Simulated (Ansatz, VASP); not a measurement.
## Two plane-wave programs on BaTiH3

```
Ba Ti H
1.0
     4.12053    0.00000    0.00000
     0.00000    4.12053    0.00000
     0.00000    0.00000    4.12053
Ba Ti H
1 1 3
Direct
  0.50000 0.50000 0.50000
  0.00000 0.00000 0.00000
  0.50000 0.00000 0.00000
  0.00000 0.50000 0.00000
  0.00000 0.00000 0.50000
```

Alike in both runs: functional PBE; k mesh 6 × 6 × 6; occupations gaussian, width 0.1 eV; no spin polarisation; Hubbard terms Ti d U = 4.0 eV.

Ansatz relaxed the structure, and its values are those at the end. VASP's run is a single point on that final structure, the one shown.

```csv
,VASP,Ansatz
version,VASP 6.6.1,Ansatz 0.2.0
potentials or method,"VASP PAW PBE potentials, release 64 (Ba_sv, Ti_sv, H)","scalar-relativistic, plane waves, PAW"
plane-wave cutoff (eV),520,420
valence electrons in the cell,25,25
```

VASP gave:

| Property | Result |
| --- | --- |
| gap on the k mesh at the Fermi level (eV) | none |
| pressure (GPa) | 0.1 |

**Question.** What did Ansatz give for the same quantities?

**Answer.** gap on the k mesh at the Fermi level (eV): none; pressure (GPa): 0.0.

The programs project onto different local orbitals, so the same U acts differently. A gap of «none» marks a metal or a gap that the smearing closes. Ansatz warned: «filled_band_counts_differ_across_k_points».

Caveats: U without spin polarisation on a metal has little footing; the U is typed as a test and isn't derived for this compound. The runs have no spin-orbit coupling, so splittings on Ba are missing.
